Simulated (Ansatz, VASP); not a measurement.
# Cu2Os in VASP and in Ansatz

INCAR

```
PREC = Accurate
ENCUT = 600
EDIFF = 1E-6
ISMEAR = 0
SIGMA = 0.1
LREAL = False
LASPH = True
NELM = 100
ALGO = Normal
ISIF = 3
LWAVE = False
LCHARG = False
GGA = PE
IBRION = 2
NSW = 100
EDIFFG = -0.01
```

File KPOINTS:

```
Automatic mesh
0
Gamma
  14 14 14
```

File POSCAR:

```
Cu2Os
1.0
    0.0000000000      2.8702995464      2.8702995464
    2.8702995464      0.0000000000      2.8702995464
    2.8702995464      2.8702995464      0.0000000000
Cu Os
2 1
Direct
    0.2500000000      0.2500000000      0.2500000000
    0.7500000000      0.7500000000      0.7500000000
    0.0000000000      0.0000000000      0.0000000000
```

Input for Ansatz:

```yaml
crystal:
  lattice:
    - [0.0, 2.8702995464, 2.8702995464]
    - [2.8702995464, 0.0, 2.8702995464]
    - [2.8702995464, 2.8702995464, 0.0]
  atoms:
    - { symbol: Cu, position: [0.25, 0.25, 0.25] }
    - { symbol: Cu, position: [0.75, 0.75, 0.75] }
    - { symbol: Os, position: [0.0, 0.0, 0.0] }
basis:
  ecutwfc: 420
kpoints:
  mp_grid: { grid: [14, 14, 14] }
hamiltonian:
  xc: pbe
scf:
  occupations: { method: gaussian, width: 0.1 }
output:
  forces: true
  stress: true
  eigenvalues: true
relax:
  adjacent_minimum: "off"
  f_tol: 0.01
  max_steps: 80
  cell: { stress_tol: 0.05 }
```

Change from the starting cell: species swapped into the PbF2 type (Fm-3m, No. 225).

Alike in both runs: task relaxation of cell and atoms; functional PBE; k mesh 14 × 14 × 14; occupations gaussian, width 0.1 eV; no spin polarisation.

```csv
,VASP,Ansatz
version,VASP 6.6.1,Ansatz 0.2.0
potentials or method,"VASP PAW PBE potentials, release 64 (Cu, Os)","scalar-relativistic, plane waves, PAW"
plane-wave cutoff (eV),600,420
valence electrons in the cell,30,54
```

|  | VASP | Ansatz | Ansatz less VASP |
| --- | --- | --- | --- |
| gap on the k mesh at the Fermi level, each at its own relaxed structure (eV) | none | none | - |
| relaxed volume (Å³/atom) | 15.80 | 15.76 | -0.037 |
| relaxed cell length with the largest relative difference (Å) | 4.062 | 4.059 | -0.0032 |

A gap of «none» marks a metal or a gap that the smearing closes. The two sets of potentials don't hold the same shells in valence.

The runs have no spin-orbit coupling, so splittings on Os are missing.
